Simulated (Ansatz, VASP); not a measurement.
# ZrB2: VASP beside Ansatz

Wanted: the spread between two codes on one cell, functional and k mesh. The cell is taken from a series of runs on this material, whose earlier steps may have relaxed, scaled, displaced or heated it; both programs get it as it stands.

Calculated with Ansatz 0.2.0; plane waves, with VASP 6.6.1 beside it; zone-centre phonons at PBEsol.

### Step 1. The structure

Symmetry: P6/mmm, No. 191, hexagonal system. Conventional cell: a = 3.281 Å, b = 3.281 Å, c = 3.430 Å, α = 90.00°, β = 90.00°, γ = 120.00°. B has 3 B at 1.89 Å and 6 Zr at 2.56 Å nearest. Nearest to Zr lie 12 B at 2.56 Å. Farther neighbours are not listed.

### Step 2. VASP: zone-centre phonons, PBEsol

Second derivatives magnify differences that forces hide, and they need a tight electronic threshold.

Lines of VASP's logs that name or quote its potential files are left out, and so is its time.

The input, INCAR:

```
SYSTEM = ZrB2
PREC = Accurate
ENCUT = 500
EDIFF = 1E-08
NELM = 120
ISMEAR = 1
SIGMA = 0.2
LREAL = .FALSE.
ALGO = Normal
GGA = PS
NBANDS = 15
LASPH = .TRUE.
LORBIT = 11
LWAVE = .FALSE.
LCHARG = .FALSE.
ISIF = 2
IBRION = 8
GGA_COMPAT = .FALSE.
KPAR = 2
```

The input, POSCAR:

```
ZrB2
1.0
    3.2809286313      0.0000000000      0.0000000000
   -1.6404643157      2.8413675427      0.0000000000
    0.0000000000      0.0000000000      3.4302013279
B Zr
2 1
Direct
    0.3333333333      0.6666666667      0.5000000000
    0.6666666667      0.3333333333      0.5000000000
    0.0000000000      0.0000000000      0.0000000000
```

The input, KPOINTS:

```
Automatic mesh
0
Gamma
15 15 12
0 0 0
```

The projector-augmented-wave data sets are B and Zr_sv (PBE family, release 64).

The run is started by

```
mpirun -np 2 vasp_std
```

Numbers of over 12 decimals in the logs are rounded to 6 here.

Output:

```text
[banner, memory and clock lines left out]
running    2 mpi-ranks, on    1 nodes
 distrk:  each k-point on    1 cores,    2 groups
 distr:  one band on    1 cores,    1 groups

 POSCAR found type information on POSCAR B Zr
 POSCAR found :  2 types and       3 ions
|                                                                             |
|               ----> ADVICE to this user running VASP <----                  |
|                                                                             |
|     You enforced a specific xc type in the INCAR file but a different       |
|     [... a line on the potential file left out ...]
|     I HOPE YOU KNOW WHAT YOU ARE DOING!                                     |
|                                                                             |

 LDA part: xc-table for (Slater+PW92), standard interpolation
 POSCAR, INCAR and KPOINTS ok, starting setup
 FFT: planning ... GRIDC
 FFT: planning ... GRID_SOFT
 FFT: planning ... GRID
 WAVECAR not read
 entering main loop
       N       E                     dE             d eps       ncg     rms          rms(c)
DAV:   1     0.992904185057E+02    0.99290E+02   -0.95212E+03  5670   0.115E+03
DAV:   2    -0.241917618803E+02   -0.12348E+03   -0.11882E+03  7098   0.295E+02
DAV:   3    -0.284520035572E+02   -0.42602E+01   -0.42091E+01  9300   0.470E+01
DAV:   4    -0.285194781408E+02   -0.67475E-01   -0.67463E-01  6455   0.545E+00
DAV:   5    -0.285211346205E+02   -0.16565E-02   -0.16565E-02  8846   0.585E-01    0.212E+01
DAV:   6    -0.263026510119E+02    0.22185E+01   -0.52807E+00  7133   0.157E+01    0.863E+00
DAV:   7    -0.262525976036E+02    0.50053E-01   -0.64384E-01  8606   0.506E+00    0.292E+00
DAV:   8    -0.262512824835E+02    0.13151E-02   -0.82031E-02  6809   0.244E+00    0.508E-01
DAV:   9    -0.262481394483E+02    0.31430E-02   -0.15433E-02  7173   0.961E-01    0.150E-01
DAV:  10    -0.262480441489E+02    0.95299E-04   -0.81787E-04  6788   0.261E-01    0.357E-02
DAV:  11    -0.262480482789E+02   -0.41300E-05   -0.36198E-05  8174   0.563E-02    0.108E-02
DAV:  12    -0.262480471583E+02    0.11206E-05   -0.17884E-06  7518   0.111E-02    0.388E-03
DAV:  13    -0.262480470182E+02    0.14010E-06   -0.37372E-07  7872   0.467E-03    0.152E-03
DAV:  14    -0.262480469581E+02    0.60048E-07   -0.36039E-08  6361   0.179E-03    0.311E-04
DAV:  15    -0.262480469404E+02    0.17729E-07   -0.15509E-09  3381   0.385E-04    0.123E-04
DAV:  16    -0.262480469317E+02    0.86920E-08   -0.53455E-10  3192   0.210E-04
   1 F= -.26248047E+02 E0= -.26247965E+02  d E =-.244679E-03
 Linear response reoptimize wavefunctions to high precision
DAV:   1    -0.262480469304E+02    0.13429E-08   -0.15956E-10  3661   0.886E-05
DAV:   2    -0.262480469303E+02    0.42064E-10   -0.56285E-11  3080   0.430E-05
 Linear response DOF=           4
 Linear response progress:
  Degree of freedom:   1/  4
       N       E                     dE             d eps       ncg     rms          rms(c)
RMM:   1    -0.459258576766E-01   -0.45926E-01   -0.19653E-02 57834   0.101E+00
RMM:   2    -0.412979695708E-01    0.46279E-02   -0.23001E-03 47517   0.247E-01    0.128E-01
RMM:   3    -0.413047079085E-01   -0.67383E-05   -0.63763E-04 45672   0.120E-01    0.637E-02
RMM:   4    -0.417172908648E-01   -0.41258E-03   -0.36455E-04 45290   0.915E-02    0.855E-03
RMM:   5    -0.417188623766E-01   -0.15715E-05   -0.50673E-05 52253   0.269E-02    0.228E-03
RMM:   6    -0.417203375849E-01   -0.14752E-05   -0.97928E-06 55271   0.975E-03    0.106E-03
RMM:   7    -0.417165679669E-01    0.37696E-05   -0.20125E-06 57016   0.440E-03    0.279E-04
RMM:   8    -0.417184343221E-01   -0.18664E-05   -0.51949E-07 58405   0.205E-03    0.127E-04
RMM:   9    -0.417177684159E-01    0.66591E-06    0.23921E-07 59354   0.981E-04    0.360E-05
RMM:  10    -0.417180159667E-01   -0.24755E-06   -0.86504E-08 59065   0.495E-04    0.242E-05
RMM:  11    -0.417178552015E-01    0.16077E-06    0.47496E-08 59495   0.258E-04    0.708E-06
RMM:  12    -0.417178613004E-01   -0.60989E-08   -0.32796E-08 59846   0.139E-04    0.544E-06
 first order change of Fermi-energy   0.26484E-04
 force on displaced ion       1 direction 1 : -11.080  -0.001   0.000
 Linear response progress:
  Degree of freedom:   2/  4
       N       E                     dE             d eps       ncg     rms          rms(c)
RMM:   1    -0.451920517547E-01   -0.45192E-01   -0.45845E-03 20121   0.104E+00
RMM:   2    -0.428153451066E-01    0.23767E-02   -0.18442E-03 16366   0.233E-01    0.107E-01
RMM:   3    -0.428772987925E-01   -0.61954E-04   -0.66467E-04 15985   0.123E-01    0.507E-02
RMM:   4    -0.432629028097E-01   -0.38560E-03   -0.27810E-04 16873   0.809E-02    0.105E-02
RMM:   5    -0.433153157505E-01   -0.52413E-04   -0.46772E-05 18524   0.300E-02    0.345E-03
RMM:   6    -0.433229662440E-01   -0.76505E-05   -0.10220E-05 19411   0.119E-02    0.674E-04
RMM:   7    -0.433171955525E-01    0.57707E-05   -0.18729E-06 19958   0.500E-03    0.213E-04
RMM:   8    -0.433178719638E-01   -0.67641E-06   -0.22437E-06 19747   0.245E-03    0.120E-04
RMM:   9    -0.433171506867E-01    0.72128E-06   -0.11579E-06 19705   0.127E-03    0.846E-05
RMM:  10    -0.433176579488E-01   -0.50726E-06   -0.62872E-07 19944   0.711E-04    0.804E-06
RMM:  11    -0.433176559838E-01    0.19650E-08   -0.36289E-07 21221   0.362E-04    0.120E-05
RMM:  12    -0.433176507242E-01    0.52596E-08   -0.17990E-07 20749   0.190E-04    0.689E-06
RMM:  13    -0.433176506004E-01    0.12383E-09   -0.10774E-07 20613   0.106E-04    0.430E-06
RMM:  14    -0.433176589107E-01   -0.83103E-08   -0.48771E-08 20948   0.600E-05    0.337E-06
 first order change of Fermi-energy  -0.14418E-03
 force on displaced ion       1 direction 3 :   0.000  -0.000  -8.771
 Linear response progress:
  Degree of freedom:   3/  4
       N       E                     dE             d eps       ncg     rms          rms(c)
RMM:   1    -0.698991735139E+00   -0.69899E+00    0.29168E+00 15376   0.150E+01
RMM:   2    -0.643753018068E+00    0.55239E-01   -0.19091E-01 21282   0.286E+00    0.168E-01
RMM:   3    -0.645106777503E+00   -0.13538E-02   -0.32568E-02 25553   0.880E-01    0.535E-02
RMM:   4    -0.646650882218E+00   -0.15441E-02   -0.54429E-03 31609   0.308E-01    0.326E-02
RMM:   5    -0.647160322898E+00   -0.50944E-03   -0.10883E-03 31744   0.123E-01    0.191E-02
RMM:   6    -0.647149949967E+00    0.10373E-04   -0.15100E-04 32457   0.518E-02    0.403E-03
RMM:   7    -0.647110807182E+00    0.39143E-04   -0.47411E-05 33537   0.252E-02    0.316E-03
RMM:   8    -0.647102644108E+00    0.81631E-05   -0.23617E-05 33327   0.142E-02    0.509E-04
RMM:   9    -0.647107276514E+00   -0.46324E-05   -0.13645E-05 34442   0.849E-03    0.792E-05
RMM:  10    -0.647108782179E+00   -0.15057E-05   -0.11192E-05 35018   0.577E-03    0.201E-04
RMM:  11    -0.647108333533E+00    0.44865E-06   -0.77426E-06 34455   0.421E-03    0.276E-04
RMM:  12    -0.647108696185E+00   -0.36265E-06   -0.66310E-06 33030   0.333E-03    0.139E-04
RMM:  13    -0.647109998291E+00   -0.13021E-05   -0.51351E-06 34739   0.263E-03    0.145E-04
RMM:  14    -0.647110857852E+00   -0.85956E-06   -0.45405E-06 34872   0.216E-03    0.150E-04
RMM:  15    -0.647110544209E+00    0.31364E-06   -0.36074E-06 33666   0.182E-03    0.178E-04
RMM:  16    -0.647112116544E+00   -0.15723E-05   -0.31643E-06 30694   0.160E-03    0.166E-04
 first order change of Fermi-energy   0.11791E-03
 force on displaced ion       3 direction 1 : -12.629  -0.000   0.000
 Linear response progress:
  Degree of freedom:   4/  4
       N       E                     dE             d eps       ncg     rms          rms(c)
RMM:   1    -0.743163552137E+00   -0.74316E+00    0.27804E+00  6575   0.149E+01
RMM:   2    -0.688030252298E+00    0.55133E-01   -0.17616E-01  8839   0.274E+00    0.191E-01
RMM:   3    -0.690594606119E+00   -0.25644E-02   -0.36726E-02 10263   0.837E-01    0.615E-02
RMM:   4    -0.692881856370E+00   -0.22873E-02   -0.70246E-03 12052   0.287E-01    0.402E-02
RMM:   5    -0.693216323991E+00   -0.33447E-03   -0.11157E-03 12620   0.106E-01    0.248E-02
RMM:   6    -0.693093593767E+00    0.12273E-03   -0.12700E-04 12584   0.488E-02    0.602E-03
RMM:   7    -0.693131447276E+00   -0.37854E-04   -0.37940E-05 12876   0.229E-02    0.519E-03
RMM:   8    -0.693122539130E+00    0.89081E-05   -0.30325E-05 13165   0.125E-02    0.101E-03
RMM:   9    -0.693129741869E+00   -0.72027E-05   -0.23952E-05 13589   0.732E-03    0.268E-04
RMM:  10    -0.693132219433E+00   -0.24776E-05   -0.18621E-05 13928   0.483E-03    0.167E-04
RMM:  11    -0.693133687697E+00   -0.14683E-05   -0.14665E-05 13844   0.344E-03    0.385E-05
RMM:  12    -0.693134597574E+00   -0.90988E-06   -0.12822E-05 14038   0.258E-03    0.396E-05
RMM:  13    -0.693136177633E+00   -0.15801E-05   -0.98356E-06 13588   0.201E-03    0.201E-05
RMM:  14    -0.693139385577E+00   -0.32079E-05   -0.86429E-06 12861   0.167E-03    0.591E-05
[...]
RMM:  37    -0.693141191369E+00   -0.93780E-09   -0.30482E-07  6164   0.720E-05    0.244E-06
RMM:  38    -0.693141192870E+00   -0.15007E-08   -0.26998E-07  6014   0.667E-05    0.287E-06
RMM:  39    -0.693141198423E+00   -0.55529E-08   -0.23691E-07  6112   0.621E-05    0.311E-06
RMM:  40    -0.693141194024E+00    0.43992E-08   -0.20985E-07  5840   0.580E-05    0.361E-06
RMM:  41    -0.693141193942E+00    0.81458E-10   -0.18503E-07  5583   0.544E-05    0.395E-06
RMM:  42    -0.693141196261E+00   -0.23187E-08   -0.16542E-07  5476   0.511E-05    0.419E-06
RMM:  43    -0.693141195580E+00    0.68112E-09   -0.14594E-07  5401   0.483E-05    0.447E-06
RMM:  44    -0.693141194587E+00    0.99237E-09   -0.13093E-07  5346   0.458E-05    0.474E-06
 first order change of Fermi-energy   0.81319E-03
 force on displaced ion       3 direction 3 :  -0.000   0.000 -13.533
 Linear response finished
```

Parts of OUTCAR (step 2):

```text
ion  position               nearest neighbor table
   1  0.333  0.667  0.500-   2 1.89   2 1.89   2 1.89   3 2.56   3 2.56   3 2.56   3 2.56   3 2.56
                             3 2.56
   2  0.667  0.333  0.500-   1 1.89   1 1.89   1 1.89   3 2.56   3 2.56   3 2.56   3 2.56   3 2.56
                             3 2.56
   3  0.000  0.000  0.000-   1 2.56   2 2.56   1 2.56   2 2.56   2 2.56   2 2.56   1 2.56   1 2.56
                             2 2.56   2 2.56   1 2.56   1 2.56

  LATTYP: Found a hexagonal cell.
 ALAT       =     3.2809286313
 C/A-ratio  =     1.0454970874

 Subroutine GETGRP returns: Found 24 space group operations
 (whereof 24 operations were pure point group operations)

The static configuration has the point symmetry D_6h.

 Found    189 irreducible k-points:

   k-points           NKPTS =    189   k-points in BZ     NKDIM =    189   number of bands    NBANDS=     15

   dimension x,y,z NGX =    24 NGY =   24 NGZ =   28
   dimension x,y,z NGXF=    48 NGYF=   48 NGZF=   56

   ENCUT  =  500.0 eV  36.75 Ry    6.06 a.u.   5.98  5.98  6.25*2*pi/ulx,y,z

   NELECT =      18.0000    total number of electrons

 k-points in reciprocal lattice and weights: Automatic mesh
   0.00000000  0.00000000  0.00000000       0.000
   0.06666667 -0.00000000  0.00000000       0.002
   0.13333333  0.00000000  0.00000000       0.002
   0.20000000  0.00000000  0.00000000       0.002
   0.26666667  0.00000000  0.00000000       0.002
   0.33333333  0.00000000  0.00000000       0.002
   0.40000000  0.00000000  0.00000000       0.002
   0.46666667  0.00000000  0.00000000       0.002
   0.06666667  0.06666667  0.00000000       0.002
[...]
0.33333333  0.26666667  0.50000000       0.004
   0.33333333  0.33333333  0.50000000       0.001

 average (electrostatic) potential at core
       1 -22.8126       2 -22.8126       3 -73.1064

  Total       -3.8819444     -3.8819444      0.0481097      0.0000000      0.0000000      0.0000000
  in kB     -194.4984245   -194.4984245      2.4104586      0.0000000      0.0000000      0.0000000
  external PRESSURE =    -128.8621301 kB  Pullay stress =       0.0000000 kB

  energy-cutoff  :      500.00
  volume of cell :       31.98
      direct lattice vectors                 reciprocal lattice vectors
     3.280928631  0.000000000  0.000000000     0.304791756  0.175971603  0.000000000
    -1.640464316  2.841367543  0.000000000     0.000000000  0.351943205  0.000000000
     0.000000000  0.000000000  3.430201328     0.000000000  0.000000000  0.291528078

 POSITION                                       TOTAL-FORCE (eV/Angst)
 -----------------------------------------------------------------------------------
     -0.00000      1.89425      1.71510         0.000000      0.000000      0.000000
      1.64046      0.94712      1.71510        -0.000000      0.000000     -0.000000
      0.00000      0.00000      0.00000         0.000000     -0.000000      0.000000
 -----------------------------------------------------------------------------------
    total drift:                               -0.000000      0.000000      0.000000

 Eigenvectors and eigenvalues of the dynamical matrix
 ----------------------------------------------------

   1 f  =   18.942163 THz   119.017121 2PiTHz  631.842550 cm-1    78.338457 meV
             X         Y         Z           dx          dy          dz
     -0.000000  1.894245  1.715101    -0.544702    0.450887   -0.000000
      1.640464  0.947123  1.715101     0.544702   -0.450887    0.000000
      0.000000  0.000000  0.000000     0.000000    0.000000    0.000000

   2 f  =   18.942163 THz   119.017121 2PiTHz  631.842550 cm-1    78.338457 meV
             X         Y         Z           dx          dy          dz
     -0.000000  1.894245  1.715101     0.450887    0.544702    0.000000
      1.640464  0.947123  1.715101    -0.450887   -0.544702   -0.000000
      0.000000  0.000000  0.000000    -0.000000    0.000000    0.000000

   3 f  =   15.605844 THz    98.054408 2PiTHz  520.554917 cm-1    64.540555 meV
             X         Y         Z           dx          dy          dz
     -0.000000  1.894245  1.715101     0.000000   -0.000000   -0.707107
      1.640464  0.947123  1.715101     0.000000   -0.000000    0.707107
      0.000000  0.000000  0.000000    -0.000000    0.000000    0.000000

   4 f  =   13.758062 THz    86.444455 2PiTHz  458.919562 cm-1    56.898748 meV
             X         Y         Z           dx          dy          dz
     -0.000000  1.894245  1.715101     0.000000    0.000000    0.635786
      1.640464  0.947123  1.715101     0.000000    0.000000    0.635786
      0.000000  0.000000  0.000000     0.000000    0.000000   -0.437667

   5 f  =   13.265985 THz    83.352640 2PiTHz  442.505618 cm-1    54.863680 meV
             X         Y         Z           dx          dy          dz
     -0.000000  1.894245  1.715101    -0.489546    0.405240   -0.000000
      1.640464  0.947123  1.715101    -0.489546    0.405240    0.000000
      0.000000  0.000000  0.000000     0.337758   -0.279592    0.000000

   6 f  =   13.265985 THz    83.352640 2PiTHz  442.505618 cm-1    54.863680 meV
             X         Y         Z           dx          dy          dz
     -0.000000  1.894245  1.715101    -0.405240   -0.489546   -0.000000
      1.640464  0.947123  1.715101    -0.405240   -0.489546    0.000000
      0.000000  0.000000  0.000000     0.279592    0.337758    0.000000

   7 f/i=    0.000940 THz     0.005904 2PiTHz    0.031345 cm-1     0.003886 meV
             X         Y         Z           dx          dy          dz
     -0.000000  1.894245  1.715101    -0.000000    0.000000   -0.309477
      1.640464  0.947123  1.715101    -0.000000    0.000000   -0.309477
      0.000000  0.000000  0.000000    -0.000000    0.000000   -0.899137

   8 f/i=    0.010870 THz     0.068298 2PiTHz    0.362584 cm-1     0.044955 meV
             X         Y         Z           dx          dy          dz
     -0.000000  1.894245  1.715101     0.303790   -0.061949    0.000000
      1.640464  0.947123  1.715101     0.303790   -0.061949   -0.000000
      0.000000  0.000000  0.000000     0.880625   -0.179579    0.000000

   9 f/i=    0.010870 THz     0.068298 2PiTHz    0.362584 cm-1     0.044955 meV
             X         Y         Z           dx          dy          dz
     -0.000000  1.894245  1.715101    -0.061949   -0.303790   -0.000000
      1.640464  0.947123  1.715101    -0.061949   -0.303790   -0.000000
      0.000000  0.000000  0.000000    -0.179579   -0.880625    0.000000

 ELASTIC MODULI CONTR FROM IONIC RELAXATION (kBar)
 Direction    XX          YY          ZZ          XY          YZ          ZX
 --------------------------------------------------------------------------------
 XX        -110.8737    110.8737      0.0000      0.0000      0.0000     -0.0000
 YY         110.8737   -110.8737      0.0000      0.0000      0.0000      0.0000
 ZZ           0.0000      0.0000     -0.0000     -0.0000      0.0000      0.0000
 XY           0.0000      0.0000     -0.0000   -110.8737      0.0000      0.0000
 YZ           0.0000      0.0000      0.0000      0.0000      0.0000      0.0000
 ZX          -0.0000      0.0000      0.0000      0.0000      0.0000     -0.0000
 --------------------------------------------------------------------------------
```

Energies printed during the response cycles are not total energies of the cell. The PAW data sets were made with PBE, which is usual practice but a small mismatch for other functionals.

[end of part 1 of 2]

[Lines on the potential files, build, host, timing and source positions are cut from VASP's logs without a mark.]

[Logs are printed without paths, hosts, clocks, repeated set-up lines and the standing remarks that a program may print on its own settings, such as how far it seeks lower states.]

[Hosts, paths, dates, database ids (printed as entryN), source tags and the programs' standing remarks are cut or masked in the printed files.]
